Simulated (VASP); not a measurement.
SrO (space group Fm-3m): the measured cell of entry 7200689 of the Crystallography Open Database is

```cif
data_O4Sr4
_chemical_formula_sum 'Sr4 O4'
_space_group_name_H-M_alt 'Fm-3m'
_space_group_IT_number 225
_space_group_name_Hall '-F 4 2 3'
_cell_length_a 5.16132
_cell_length_b 5.16132
_cell_length_c 5.16132
_cell_angle_alpha 90.000
_cell_angle_beta 90.000
_cell_angle_gamma 90.000
loop_
_atom_site_label
_atom_site_type_symbol
_atom_site_symmetry_multiplicity
_atom_site_Wyckoff_symbol
_atom_site_fract_x
_atom_site_fract_y
_atom_site_fract_z
_atom_site_occupancy
Sr1 Sr 4 a 0.00000 0.00000 0.00000 1
O1 O 4 b 0.50000 0.50000 0.50000 1
```
(The calculation used a cell of 2 atoms; values per cell refer to that cell.)

All values below come from PBEsol GGA, VASP's PBE PAW potentials (set 64) (plane waves; VASP). Settings: 520 eV cut-off, 10×10×10 Γ-centred mesh, tetrahedra with Blöchl corrections, potentials Sr_sv O.

The calculation is for a static lattice at zero pressure; the measurement, at 298 K, holds thermal and zero-point expansion. The entry's conditions were not checked, so it may have been measured under pressure.

Q: How far does the relaxed conventional cell lie from the measured one?

A: 
```
             measured  computed  difference
-----------  --------  --------  ----------
a (Å)           5.161     5.134      -0.5 %
V (Å³/atom)     17.19     16.91      -1.6 %
```

The structure comes from a measured SrO entry (Fm-3m) of the Crystallography Open Database, whose conditions weren't checked. It was relaxed first. Symmetry was kept, so distortions that lower it aren't found.
